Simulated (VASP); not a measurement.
# Which magnetic order does AlCr2C take?, part 4 of 5

Is AlCr2C a ferromagnet or an antiferromagnet at this level? The start is a computed cell from the Materials Project.

VASP 6.6.1, plane waves and PAW; the level of theory is named at each step.

Still holding for the runs below: The magnetic state follows from one typed start and may not be the lowest. The k-mesh is coarse for a metal. A U on the itinerant d states of such a compound is hard to justify; it moves the bands at the Fermi level and favours large moments.

So far, largest spin moment in the PAW sphere (μB): step 2 (relax in the ferromagnetic state) 3.12. The relaxed cell has a = 3.008, c = 13.374 Å (conventional setting).

### 4. Magnetic order, start order AFM 1, signs +--+

This step: PBE, DFT+U (Cr d 3 eV), spin-polarised, from moments of both signs; plane waves and PAW (Cr, Al, C) (VASP 6.6.1).

INCAR reads:

```
SYSTEM = AlCr2C
PREC = Normal
ENCUT = 480
EDIFF = 1E-06
NELM = 150
ISMEAR = 0
SIGMA = 0.05
LREAL = .FALSE.
ALGO = Normal
GGA = PE
NBANDS = 33
ISPIN = 2
MAGMOM = 3 -3 -3 3 0 0 0 0
LDAU = .TRUE.
LDAUTYPE = 2
LDAUL = 2 -1 -1
LDAUU = 3 0 0
LDAUJ = 0 0 0
LDAUPRINT = 1
LASPH = .TRUE.
LMAXMIX = 4
LORBIT = 11
LWAVE = .FALSE.
LCHARG = .TRUE.
AMIX = 0.2
BMIX = 1E-04
AMIX_MAG = 0.8
BMIX_MAG = 1E-04
```

POSCAR reads:

```
AlCr2C
1.0
    3.0075606267      0.0000000000      0.0000000000
   -1.5037803133      2.6046239061      0.0000000000
    0.0000000000      0.0000000000     13.3735638057
Cr Al C
4 2 2
Direct
    0.3333333333      0.6666666667      0.0860137775
    0.6666666667      0.3333333333      0.5860137775
    0.6666666667      0.3333333333      0.9139862225
    0.3333333333      0.6666666667      0.4139862225
    0.3333333333      0.6666666667      0.7500000000
    0.6666666667      0.3333333333      0.2500000000
    0.0000000000      0.0000000000      0.0000000000
    0.0000000000      0.0000000000      0.5000000000
```

KPOINTS reads:

```
Automatic mesh
0
Gamma
7 7 2
0 0 0
```

PAW data sets: Cr, Al and C (PBE family, release 64).

On the command line:

```console
$ mpirun -np 1 vasp_std
```

The log of the run:

```text
[... set-up lines as in an earlier step ...]
 entering main loop
       N       E                     dE             d eps       ncg     rms          rms(c)
DAV:   1     0.255820370825E+03    0.25582E+03   -0.13444E+04  2112   0.112E+03
DAV:   2    -0.223806837858E+02   -0.27820E+03   -0.26167E+03  2112   0.274E+02
DAV:   3    -0.630963757506E+02   -0.40716E+02   -0.38432E+02  3377   0.105E+02
DAV:   4    -0.655213123578E+02   -0.24249E+01   -0.23860E+01  3432   0.301E+01
DAV:   5    -0.655638856550E+02   -0.42573E-01   -0.42505E-01  3343   0.445E+00    0.338E+01
DAV:   6    -0.523329204739E+02    0.13231E+02   -0.47798E+01  3589   0.667E+01    0.128E+01
DAV:   7    -0.529920939107E+02   -0.65917E+00   -0.57218E+00  3349   0.165E+01    0.893E+00
DAV:   8    -0.532931483175E+02   -0.30105E+00   -0.88020E-01  3735   0.799E+00    0.693E+00
DAV:   9    -0.533074198325E+02   -0.14272E-01   -0.44984E-01  3599   0.598E+00    0.441E+00
DAV:  10    -0.533499969272E+02   -0.42577E-01   -0.11614E-01  2921   0.332E+00    0.148E+00
DAV:  11    -0.533415391312E+02    0.84578E-02   -0.28596E-02  3508   0.147E+00    0.424E-01
DAV:  12    -0.533458094762E+02   -0.42703E-02   -0.10737E-02  3622   0.885E-01    0.192E-01
DAV:  13    -0.533457739581E+02    0.35518E-04   -0.18173E-03  2911   0.386E-01    0.132E-01
DAV:  14    -0.533461040756E+02   -0.33012E-03   -0.46601E-04  3398   0.152E-01    0.888E-02
DAV:  15    -0.533463006372E+02   -0.19656E-03   -0.15606E-04  3608   0.102E-01    0.348E-02
DAV:  16    -0.533463307212E+02   -0.30084E-04   -0.10696E-04  3720   0.932E-02    0.211E-02
DAV:  17    -0.533463391749E+02   -0.84537E-05   -0.28228E-05  3048   0.454E-02    0.928E-03
DAV:  18    -0.533463418331E+02   -0.26582E-05   -0.33124E-06  2568   0.142E-02    0.653E-03
DAV:  19    -0.533463420477E+02   -0.21460E-06   -0.14028E-06  1741   0.126E-02
   1 F= -.53346342E+02 E0= -.53343820E+02  d E =-.504472E-02  mag=    -0.0000
```

Run time: 58 s. Hardware: 1 MPI rank of AMD EPYC 9R45, shared host; peak memory 0.18 GiB.

OUTCAR, selected parts (step 4):

```text
 Found     16 irreducible k-points:

   NELECT =      38.0000    total number of electrons

atom =   1  type =  1  l = 2

 onsite density matrix

spin component  1

  0.7653 -0.0000 -0.0000  0.1435  0.0000
 -0.0000  0.6687 -0.0000  0.0000  0.1435
 -0.0000 -0.0000  0.8322 -0.0000 -0.0000
  0.1435  0.0000 -0.0000  0.6687  0.0000
  0.0000  0.1435 -0.0000  0.0000  0.7653

spin component  2

  0.1345  0.0000 -0.0000 -0.0668 -0.0000
  0.0000  0.1596  0.0000  0.0000 -0.0668
 -0.0000  0.0000  0.0861  0.0000 -0.0000
 -0.0668  0.0000  0.0000  0.1596 -0.0000
 -0.0000 -0.0668 -0.0000 -0.0000  0.1345

 occupancies and eigenvectors

  o =  0.0791  v =  0.0000  0.0000  0.0000  0.0000  0.0000 -0.3167  0.5821  0.0000 -0.2629  0.7013      0.0000  0.0000  0.0000  0.0000  0.0000  0.0000  0.0000  0.0000  0.0000  0.0000
  o =  0.0791  v =  0.0000  0.0000  0.0000  0.0000  0.0000 -0.7013 -0.2629 -0.0000 -0.5821 -0.3167      0.0000  0.0000  0.0000  0.0000  0.0000  0.0000  0.0000  0.0000  0.0000  0.0000
  o =  0.0861  v =  0.0000  0.0000  0.0000  0.0000  0.0000  0.0000  0.0000 -1.0000  0.0000  0.0000      0.0000  0.0000  0.0000  0.0000  0.0000  0.0000  0.0000  0.0000  0.0000  0.0000
  o =  0.2150  v =  0.0000  0.0000  0.0000  0.0000  0.0000  0.2629  0.7013  0.0000 -0.3168 -0.5820      0.0000  0.0000  0.0000  0.0000  0.0000  0.0000  0.0000  0.0000  0.0000  0.0000
  o =  0.2150  v =  0.0000  0.0000  0.0000  0.0000  0.0000 -0.5820  0.3168  0.0000  0.7013 -0.2629      0.0000  0.0000  0.0000  0.0000  0.0000  0.0000  0.0000  0.0000  0.0000  0.0000
  o =  0.5655  v =  0.2402  0.7401 -0.0000 -0.3343 -0.5318  0.0000  0.0000  0.0000  0.0000  0.0000      0.0000  0.0000  0.0000  0.0000  0.0000  0.0000  0.0000  0.0000  0.0000  0.0000
  o =  0.5655  v = -0.5318  0.3343 -0.0000  0.7401 -0.2402  0.0000  0.0000  0.0000  0.0000  0.0000      0.0000  0.0000  0.0000  0.0000  0.0000  0.0000  0.0000  0.0000  0.0000  0.0000
  o =  0.8322  v = -0.0000 -0.0000 -1.0000 -0.0000 -0.0000  0.0000  0.0000  0.0000  0.0000  0.0000      0.0000  0.0000  0.0000  0.0000  0.0000  0.0000  0.0000  0.0000  0.0000  0.0000
  o =  0.8684  v =  0.3343 -0.5318  0.0000  0.2402 -0.7401  0.0000  0.0000  0.0000  0.0000  0.0000      0.0000  0.0000  0.0000  0.0000  0.0000  0.0000  0.0000  0.0000  0.0000  0.0000
  o =  0.8684  v =  0.7401  0.2402 -0.0000  0.5318  0.3343  0.0000  0.0000  0.0000  0.0000  0.0000      0.0000  0.0000  0.0000  0.0000  0.0000  0.0000  0.0000  0.0000  0.0000  0.0000

atom =   2  type =  1  l = 2

 onsite density matrix

spin component  1

  0.1345 -0.0000 -0.0000  0.0668 -0.0000
 -0.0000  0.1596 -0.0000  0.0000  0.0668
 -0.0000 -0.0000  0.0861 -0.0000 -0.0000
  0.0668  0.0000 -0.0000  0.1596  0.0000
 -0.0000  0.0668 -0.0000  0.0000  0.1345

spin component  2

  0.7653  0.0000 -0.0000 -0.1435  0.0000
  0.0000  0.6687  0.0000  0.0000 -0.1435
 -0.0000  0.0000  0.8322  0.0000 -0.0000
 -0.1435  0.0000  0.0000  0.6687 -0.0000
  0.0000 -0.1435 -0.0000 -0.0000  0.7653

 occupancies and eigenvectors

  o =  0.0791  v = -0.3168 -0.5820  0.0000  0.2629  0.7013  0.0000  0.0000  0.0000  0.0000  0.0000      0.0000  0.0000  0.0000  0.0000  0.0000  0.0000  0.0000  0.0000  0.0000  0.0000
  o =  0.0791  v = -0.7013  0.2629 -0.0000  0.5820 -0.3168  0.0000  0.0000  0.0000  0.0000  0.0000      0.0000  0.0000  0.0000  0.0000  0.0000  0.0000  0.0000  0.0000  0.0000  0.0000
  o =  0.0861  v =  0.0000 -0.0000 -1.0000 -0.0000  0.0000  0.0000  0.0000  0.0000  0.0000  0.0000      0.0000  0.0000  0.0000  0.0000  0.0000  0.0000  0.0000  0.0000  0.0000  0.0000
  o =  0.2150  v =  0.2629 -0.7013  0.0000  0.3168 -0.5820  0.0000  0.0000  0.0000  0.0000  0.0000      0.0000  0.0000  0.0000  0.0000  0.0000  0.0000  0.0000  0.0000  0.0000  0.0000
  o =  0.2150  v = -0.5820 -0.3168  0.0000 -0.7013 -0.2629  0.0000  0.0000  0.0000  0.0000  0.0000      0.0000  0.0000  0.0000  0.0000  0.0000  0.0000  0.0000  0.0000  0.0000  0.0000
  o =  0.5655  v =  0.0000  0.0000  0.0000  0.0000  0.0000  0.2402 -0.7401 -0.0000  0.3343 -0.5318      0.0000  0.0000  0.0000  0.0000  0.0000  0.0000  0.0000  0.0000  0.0000  0.0000
  o =  0.5655  v =  0.0000  0.0000  0.0000  0.0000  0.0000 -0.5318 -0.3343 -0.0000 -0.7401 -0.2402      0.0000  0.0000  0.0000  0.0000  0.0000  0.0000  0.0000  0.0000  0.0000  0.0000
  o =  0.8322  v =  0.0000  0.0000  0.0000  0.0000  0.0000 -0.0000  0.0000 -1.0000  0.0000 -0.0000      0.0000  0.0000  0.0000  0.0000  0.0000  0.0000  0.0000  0.0000  0.0000  0.0000
  o =  0.8684  v =  0.0000  0.0000  0.0000  0.0000  0.0000  0.3343  0.5318  0.0000 -0.2402 -0.7401      0.0000  0.0000  0.0000  0.0000  0.0000  0.0000  0.0000  0.0000  0.0000  0.0000
  o =  0.8684  v =  0.0000  0.0000  0.0000  0.0000  0.0000  0.7401 -0.2402 -0.0000 -0.5318  0.3343      0.0000  0.0000  0.0000  0.0000  0.0000  0.0000  0.0000  0.0000  0.0000  0.0000

atom =   3  type =  1  l = 2

 onsite density matrix

spin component  1

spin component  2

 occupancies and eigenvectors

  o =  0.0791  v = -0.3168  0.5820  0.0000 -0.2629  0.7013  0.0000  0.0000  0.0000  0.0000  0.0000      0.0000  0.0000  0.0000  0.0000  0.0000  0.0000  0.0000  0.0000  0.0000  0.0000
  o =  0.0791  v = -0.7013 -0.2629 -0.0000 -0.5820 -0.3168  0.0000  0.0000  0.0000  0.0000  0.0000      0.0000  0.0000  0.0000  0.0000  0.0000  0.0000  0.0000  0.0000  0.0000  0.0000
[...]
atom =   4  type =  1  l = 2

 onsite density matrix

spin component  1

spin component  2

 occupancies and eigenvectors

  o =  0.0791  v =  0.0000  0.0000  0.0000  0.0000  0.0000 -0.3168 -0.5820  0.0000  0.2630  0.7012      0.0000  0.0000  0.0000  0.0000  0.0000  0.0000  0.0000  0.0000  0.0000  0.0000
  o =  0.0791  v =  0.0000  0.0000  0.0000  0.0000  0.0000 -0.7012  0.2630 -0.0000  0.5820 -0.3168      0.0000  0.0000  0.0000  0.0000  0.0000  0.0000  0.0000  0.0000  0.0000  0.0000
  o =  0.0861  v =  0.0000  0.0000  0.0000  0.0000  0.0000  0.0000 -0.0000 -1.0000 -0.0000  0.0000      0.0000  0.0000  0.0000  0.0000  0.0000  0.0000  0.0000  0.0000  0.0000  0.0000
  o =  0.2150  v =  0.0000  0.0000  0.0000  0.0000  0.0000  0.2629 -0.7012  0.0000  0.3168 -0.5820      0.0000  0.0000  0.0000  0.0000  0.0000  0.0000  0.0000  0.0000  0.0000  0.0000
  o =  0.2150  v =  0.0000  0.0000  0.0000  0.0000  0.0000 -0.5820 -0.3168  0.0000 -0.7012 -0.2629      0.0000  0.0000  0.0000  0.0000  0.0000  0.0000  0.0000  0.0000  0.0000  0.0000
  o =  0.5655  v =  0.2402 -0.7401 -0.0000  0.3343 -0.5318  0.0000  0.0000  0.0000  0.0000  0.0000      0.0000  0.0000  0.0000  0.0000  0.0000  0.0000  0.0000  0.0000  0.0000  0.0000
  o =  0.5655  v = -0.5318 -0.3343 -0.0000 -0.7401 -0.2402  0.0000  0.0000  0.0000  0.0000  0.0000      0.0000  0.0000  0.0000  0.0000  0.0000  0.0000  0.0000  0.0000  0.0000  0.0000
  o =  0.8322  v = -0.0000  0.0000 -1.0000  0.0000 -0.0000  0.0000  0.0000  0.0000  0.0000  0.0000      0.0000  0.0000  0.0000  0.0000  0.0000  0.0000  0.0000  0.0000  0.0000  0.0000
  o =  0.8684  v =  0.3343  0.5318  0.0000 -0.2402 -0.7401  0.0000  0.0000  0.0000  0.0000  0.0000      0.0000  0.0000  0.0000  0.0000  0.0000  0.0000  0.0000  0.0000  0.0000  0.0000
  o =  0.8684  v =  0.7401 -0.2402 -0.0000 -0.5318  0.3343  0.0000  0.0000  0.0000  0.0000  0.0000      0.0000  0.0000  0.0000  0.0000  0.0000  0.0000  0.0000  0.0000  0.0000  0.0000

 E-fermi :   6.5403

 spin component 1
 k-point     1 :       0.0000    0.0000    0.0000
  band No.  band energies     occupation
    ...
     14       4.5499      1.00000
     15       4.5700      1.00000
     16       4.5700      1.00000
     17       5.2310      1.00000
     18       6.4578      0.99022
     19       7.1211      0.00000
     20       7.1211      0.00000
     21       7.1417      0.00000
     22       7.1417      0.00000
     23       9.5204      0.00000
    ...

 k-point     2 :       0.1429   -0.0000    0.0000
  band No.  band energies     occupation
    ...
     14       4.5049      1.00000
     15       4.5298      1.00000
     16       4.8951      1.00000
     17       5.1366      1.00000
     18       5.8420      1.00000
     19       6.8810      0.00000
     20       7.2554      0.00000
     21       7.2807      0.00000
     22       7.7294      0.00000
     23       9.0562      0.00000
    ...

 k-point     3 :       0.2857    0.0000    0.0000
  band No.  band energies     occupation
    ...
     14       4.6172      1.00000
     15       4.7099      1.00000
     16       4.7288      1.00000
     17       4.7532      1.00000
     18       5.8613      1.00000
     19       6.6800      0.00004
     20       7.4077      0.00000
     21       7.4560      0.00000
     22       7.7027      0.00000
     23       8.4851      0.00000
    ...

 k-point     4 :       0.4286    0.0000    0.0000
  band No.  band energies     occupation
    ...
     16       5.1484      1.00000
     17       5.2334      1.00000
     18       5.2442      1.00000
     19       5.8754      1.00000
     20       6.5355      0.55386
     21       7.3095      0.00000
     22       7.3967      0.00000
     23       8.2782      0.00000
     24       8.7947      0.00000
     25       8.9328      0.00000
    ...

  Total       -0.0997421     -0.0997421     -0.7587770     -0.0000000      0.0000000      0.0000000
  in kB       -1.5253957     -1.5253957    -11.6042792     -0.0000000      0.0000000      0.0000000
  external PRESSURE =      -4.8850235 kB  Pullay stress =       0.0000000 kB

 POSITION                                       TOTAL-FORCE (eV/Angst)
 -----------------------------------------------------------------------------------
     -0.00000      1.73642      1.15031         0.000000     -0.000000     -0.535934
      1.50378      0.86821      7.83709         0.000000      0.000000     -0.535934
      1.50378      0.86821     12.22325         0.000000      0.000000      0.535934
     -0.00000      1.73642      5.53647        -0.000000     -0.000000      0.535934
     -0.00000      1.73642     10.03017         0.000000     -0.000000      0.000000
      1.50378      0.86821      3.34339        -0.000000      0.000000      0.000000
      0.00000      0.00000      0.00000        -0.000000      0.000000      0.000000
      0.00000      0.00000      6.68678        -0.000000      0.000000      0.000000
 -----------------------------------------------------------------------------------
    total drift:                               -0.000000      0.000000     -0.000000

  FREE ENERGIE OF THE ION-ELECTRON SYSTEM (eV)
  ---------------------------------------------------
  free  energy   TOTEN  =       -53.3463420477 eV

  energy  without entropy=      -53.3412973235  energy(sigma->0) =      -53.34381969

 total charge
# of ion       s       p       d       tot
------------------------------------------
    1        0.409   0.603   4.343   5.354
    2        0.409   0.603   4.343   5.354
    3        0.409   0.603   4.343   5.354
    4        0.409   0.603   4.343   5.354
    5        0.428   0.362   0.000   0.790
    6        0.428   0.362   0.000   0.790
    7        0.888   1.506   0.000   2.394
    8        0.888   1.506   0.000   2.394
--------------------------------------------------
tot          4.268   6.147  17.371  27.785

 magnetization (x)
# of ion       s       p       d       tot
------------------------------------------
    1        0.027   0.043   3.018   3.088
    2       -0.027  -0.043  -3.018  -3.088
    3       -0.027  -0.043  -3.018  -3.088
    4        0.027   0.043   3.018   3.088
    5        0.034   0.050   0.000   0.084
    6       -0.034  -0.050   0.000  -0.084
    7        0.000   0.000   0.000   0.000
    8        0.000   0.000   0.000   0.000
--------------------------------------------------
tot          0.000   0.000   0.000   0.000

[... 9 parts as in an earlier step ...]

[... 4 further parts left out ...]
```

Numbers from this step:

```
electronic cycles       : 19
free energy (TOTEN)     : -53.3463 eV
energy at zero smearing : -53.3438 eV
Fermi energy            : 6.540 eV
```

Spin moment in the PAW sphere by atom:

```tsv
atom	spin moment in the PAW sphere (μB)
Cr1	3.09
Cr2	-3.09
Cr3	-3.09
Cr4	3.09
Al5	0.08
Al6	-0.08
C7	0.00
C8	0.00
```

Force by atom:

```tsv
atom	x (eV/Å)	y (eV/Å)	z (eV/Å)	size
Cr1	0.000	0.000	-0.536	0.536
Cr2	0.000	0.000	-0.536	0.536
Cr3	0.000	0.000	0.536	0.536
Cr4	0.000	0.000	0.536	0.536
Al5	0.000	0.000	0.000	0.000
Al6	0.000	0.000	0.000	0.000
C7	0.000	0.000	0.000	0.000
C8	0.000	0.000	0.000	0.000
```

Spin density in the ac plane at fractional y = 0.333, with atoms of Cr and Al within 0.2 Å of it.

Values in e/Å³, 24 rows by 16 columns, each cell a mean:
```
 0.0  0.0  0.0  0.0  0.0  0.0 -0.1 -0.1 -0.3 -0.4 -0.6 -0.6 -0.5 -0.3 -0.2 -0.1
-0.1 -0.1  0.0  0.0  0.0 -0.1 -0.2 -0.5 -1.1 -1.7 -2.2 -2.3 -1.9 -1.3 -0.7 -0.3
-0.1  0.0  0.0  0.0  0.0 -0.1 -0.2 -0.4 -0.9 -1.4 -1.8 -1.9 -1.6 -1.0 -0.6 -0.2
 0.0  0.0  0.0  0.0  0.0  0.0  0.0 -0.1 -0.2 -0.3 -0.4 -0.4 -0.3 -0.2 -0.1 -0.1
 0.0  0.0  0.0  0.0  0.0  0.0  0.0  0.0  0.0  0.0  0.0  0.0  0.0  0.0  0.0  0.0
 0.0  0.0  0.0  0.0  0.0  0.0  0.0  0.0  0.0  0.0  0.0  0.0  0.0  0.0  0.0  0.0
 0.0  0.0  0.0  0.0  0.0  0.0  0.0  0.0  0.0  0.0  0.0  0.0  0.0  0.0  0.0  0.0
 0.0  0.0  0.0  0.0  0.0  0.0  0.0  0.0  0.0 -0.1 -0.1 -0.1 -0.1  0.0  0.0  0.0
 0.0  0.0  0.0  0.0  0.0  0.0 -0.1 -0.2 -0.3 -0.5 -0.8 -0.8 -0.6 -0.4 -0.2 -0.1
-0.1 -0.1  0.0  0.0  0.0 -0.1 -0.2 -0.6 -1.2 -1.8 -2.4 -2.5 -2.0 -1.4 -0.8 -0.3
-0.1  0.0  0.0  0.0  0.0 -0.1 -0.2 -0.4 -0.7 -1.2 -1.6 -1.7 -1.4 -0.9 -0.5 -0.2
 0.0  0.0  0.0  0.0  0.0  0.0  0.0 -0.1 -0.1 -0.2 -0.3 -0.3 -0.2 -0.1 -0.1 -0.1
 0.0  0.1  0.1  0.1  0.1  0.1  0.0  0.0  0.0  0.0  0.0  0.0  0.0  0.0  0.0  0.0
 0.1  0.2  0.2  0.2  0.2  0.1  0.1  0.1  0.0  0.0  0.0  0.0  0.0  0.0  0.0  0.1
 0.1  0.2  0.2  0.2  0.2  0.1  0.1  0.0  0.0  0.0  0.0  0.0  0.0  0.0  0.0  0.1
 0.0  0.0  0.1  0.1  0.1  0.0  0.0  0.0  0.0  0.0  0.0  0.0  0.0  0.0  0.0  0.0
 0.0  0.0  0.0  0.0  0.0  0.0  0.0  0.0  0.0  0.0  0.0  0.0  0.0  0.0  0.0  0.0
 0.0  0.0  0.0  0.0  0.0  0.0  0.0  0.0  0.0  0.0  0.0  0.0  0.0  0.0  0.0  0.0
 0.0  0.0  0.0  0.0  0.0  0.0  0.0  0.0  0.0  0.0  0.0  0.0  0.0  0.0  0.0  0.0
 0.0  0.0  0.0  0.0  0.0  0.0  0.0  0.0  0.0  0.0  0.0  0.0  0.0  0.0  0.0  0.0
 0.0  0.1  0.1  0.1  0.1  0.1  0.0  0.0  0.0  0.0  0.0  0.0  0.0  0.0  0.0  0.0
 0.1  0.2  0.3  0.3  0.2  0.2  0.1  0.1  0.0  0.0  0.0  0.0  0.0  0.0  0.0  0.1
 0.1  0.1  0.1  0.1  0.1  0.1  0.1  0.0  0.0  0.0  0.0  0.0  0.0  0.0  0.0  0.1
 0.0  0.0  0.1  0.1  0.0  0.0  0.0  0.0  0.0  0.0  0.0  0.0  0.0  0.0  0.0  0.0
```
Columns run along a (3.0 Å), rows up along c (13.4 Å). Atoms in or near the plane, at fractional coordinates: Cr at (0.67, 0.59), Cr at (0.67, 0.91), Al at (0.67, 0.25).

Valence density in the ac plane at fractional y = 0.333, with atoms of Cr and Al within 0.2 Å of it. It is the smooth field of the valence electrons, not physical close to the nuclei.

Ten steps, logarithmic in the rise over the least value, from '_' (0.0 e/Å³) to '@' (3.1 e/Å³), each cell a mean:
```
++++++++++++++++++**********++++
============++**%%@@@@@@@@%%##**
==--------==++**##%%@@@@@@%%**++
--------------====++****++++==--
--------------------------------
--------------------------------
--------------------------------
------------------========------
------------====++**######**++==
==--------==++##%%@@@@@@@@%%##++
++++++====++++**##%%@@@@%%##**++
++++******++++++==++++++++++++++
++++******++++====----------====
==++++++++++====--------------==
====++++++====------------------
----------------============----
--------------==================
----------------::..____..::----
------------------::::::::------
--------------================--
----======----------------------
==++++++++====----------------==
++++++++++++====--------------==
++********++++====--------====++
```
Columns run along a (3.0 Å), rows up along c (13.4 Å). Atoms in or near the plane, at fractional coordinates: Cr at (0.67, 0.59), Cr at (0.67, 0.91), Al at (0.67, 0.25).

The largest moment at the end is 3.09 μB, and the moments of the cell sum to 0.00 μB.

(Part 4 of 5 ends here.)

[Lines on the potential files, build, host, timing and source positions are cut from VASP's logs without a mark.]

[Logs are printed without paths, hosts, clocks, repeated set-up lines and the standing remarks that a program may print on its own settings, such as how far it seeks lower states.]

[Hosts, paths, dates, database ids (printed as entryN), source tags and the programs' standing remarks are cut or masked in the printed files.]

[In band tables of VASP the shares of atoms and orbitals are scaled to a sum of 1 inside the atoms' spheres.]

[Runs that stopped without an error message from VASP are left out.]
